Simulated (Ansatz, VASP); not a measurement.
# Cross-check of Al7C34N7 (C(100)/AlN(10-10) interface) between VASP and Ansatz, part 2 of 2

Wanted: the spread between two codes on one cell, functional and k mesh. The cell is taken from a series of runs on this material, whose earlier steps may have relaxed, scaled, displaced or heated it; both programs get it as it stands.

VASP 6.6.1 and Ansatz 0.2.0.

So far: Starting point; Ansatz: single point, PBE.

### Step 3. VASP: single point, PBE

Level of this step: PBE; plane waves and PAW (C, Al, N) (VASP).

The same cell, functional, mesh and smearing now go to VASP, with its own data sets.

Lines of VASP's logs that name or quote its potential files are left out, and so is its time.

INCAR reads:

```
SYSTEM = Al7C34N7
PREC = Accurate
ENCUT = 600
EDIFF = 1E-06
NELM = 120
ISMEAR = 0
SIGMA = 0.05
LREAL = Auto
ALGO = Normal
GGA = PE
NBANDS = 518
LORBIT = 11
LWAVE = .FALSE.
LCHARG = .FALSE.
ISIF = 2
LASPH = .TRUE.
GGA_COMPAT = .FALSE.
```

POSCAR reads:

```
Al7C34N7
1.0
   13.4742100000      0.0565400000     -0.1928700000
    0.5715200000      7.9742800000      0.0703700000
   -0.1964800000      0.1361600000     13.2665000000
C Al N
136 28 28
Direct
    0.9911900000      0.0161200000      0.9859900000
    0.8424900000      0.2754700000      0.0584500000
    0.9303200000      0.2090600000      0.1263200000
    0.9050100000      0.0634200000      0.1919000000
    0.8203700000      0.1237900000      0.2644100000
    0.0305700000      0.1503100000      0.3165300000
    0.9464100000      0.2054400000      0.3939900000
    0.9503500000      0.0355200000      0.4406900000
    0.3662600000      0.1012800000      0.9862300000
    0.2602200000      0.3447600000      0.0480600000
    0.3451900000      0.2831700000      0.1229800000
    0.3167800000      0.1326100000      0.1893900000
    0.2303900000      0.1821100000      0.2576800000
    0.4411100000      0.2160400000      0.3232200000
    0.3551000000      0.2627300000      0.3935900000
    0.3546900000      0.0927300000      0.4575100000
    0.2482200000      0.1901200000      0.9849800000
    0.0688900000      0.4568800000      0.0578100000
    0.1674600000      0.3957000000      0.1148200000
    0.1422100000      0.2444500000      0.1844300000
    0.0569100000      0.3018000000      0.2542000000
    0.2623400000      0.3199700000      0.3253700000
    0.1796000000      0.3878300000      0.3948400000
    0.1197100000      0.2586600000      0.4548000000
    0.0144700000      0.3274300000      0.9942100000
    0.9061600000      0.5674800000      0.0539600000
    0.9901500000      0.5103500000      0.1296400000
    0.9629400000      0.3590600000      0.1926600000
    0.8766400000      0.4139200000      0.2600400000
    0.0901000000      0.4538500000      0.3238300000
[... 156 atom lines left out ...]
    0.4804300000      0.8659900000      0.8369700000
    0.2597600000      0.9418200000      0.7895200000
    0.8115900000      0.5982600000      0.6842200000
    0.7022200000      0.9113700000      0.5547600000
    0.8996800000      0.7390100000      0.8872400000
    0.6770900000      0.8385400000      0.7772400000
```

KPOINTS reads:

```
Automatic mesh
0
Gamma
1 2 1
0 0 0
```

Potentials, in the order of the species: C, Al and N (PBE family, release 64).

On the command line:

```
export OMP_NUM_THREADS=3
mpirun -np 1 vasp_std
```

Numbers of over 12 decimals in the logs are rounded to 6 here.

What it wrote:

```text
[banner, memory and clock lines left out]
running    1 mpi-ranks, on    1 nodes
[...]
Offloading initialized ...    1 GPUs detected
[...]
LDA part: xc-table for (Slater+PW92), standard interpolation
 POSCAR, INCAR and KPOINTS ok, starting setup
[...]
entering main loop
       N       E                     dE             d eps       ncg     rms          rms(c)
DAV:   1     0.324751644771E+04    0.32475E+04   -0.42313E+05  2072   0.158E+03
DAV:   2    -0.135336880270E+04   -0.46009E+04   -0.43362E+04  2516   0.307E+02
DAV:   3    -0.167724699131E+04   -0.32388E+03   -0.31903E+03  2544   0.836E+01
DAV:   4    -0.168484319899E+04   -0.75962E+01   -0.75598E+01  2568   0.125E+01
[...]
DAV:  21    -0.157806964330E+04    0.91931E-04   -0.63530E-05  2800   0.206E-02    0.119E-01
DAV:  22    -0.157806958992E+04    0.53383E-04   -0.24426E-05  2472   0.104E-02    0.863E-03
DAV:  23    -0.157806959075E+04   -0.82894E-06   -0.49883E-06  2088   0.310E-03
   1 F= -.15780696E+04 E0= -.15780464E+04  d E =-.463021E-01
```

From OUTCAR (step 3):

```text
  FREE ENERGIE OF THE ION-ELECTRON SYSTEM (eV)
  ---------------------------------------------------
  free  energy   TOTEN  =     -1578.0695907497 eV

  energy  without entropy=    -1578.0232886960  energy(sigma->0) =    -1578.04643972
```

The run ends at a pressure of -0.14 GPa, with forces up to 0.100 eV/Å.

### Step 4. Side by side

Known differences besides the potentials themselves: the cutoff is 420 eV in Ansatz and 600 eV in VASP (PREC = Accurate, projectors in real space). Total energies have different zeros and are not compared.

Both answers:

```csv
quantity,Ansatz,VASP,difference
pressure (GPa),0.00,-0.14,+0.14
```

At this near-relaxed geometry the largest component of a force difference is 104 meV/Å.

### Step 5. Results

```yaml
r_m_s_force_difference_single_point_pbe: 14 meV/Å
```

**Reading.** The r.m.s. force difference is 14 meV/Å (single point, PBE), beyond the 12 meV/Å picked in this series as the mark of a large difference. What causes the difference of the single point, PBE pair stays open here. How closely two codes agree says nothing of how well the functional describes the real material.

[Lines on the potential files, build, host, timing and source positions are cut from VASP's logs without a mark.]

[Logs are printed without paths, hosts, clocks, repeated set-up lines and the standing remarks that a program may print on its own settings, such as how far it seeks lower states.]

[Hosts, paths, dates, database ids (printed as entryN), source tags and the programs' standing remarks are cut or masked in the printed files.]
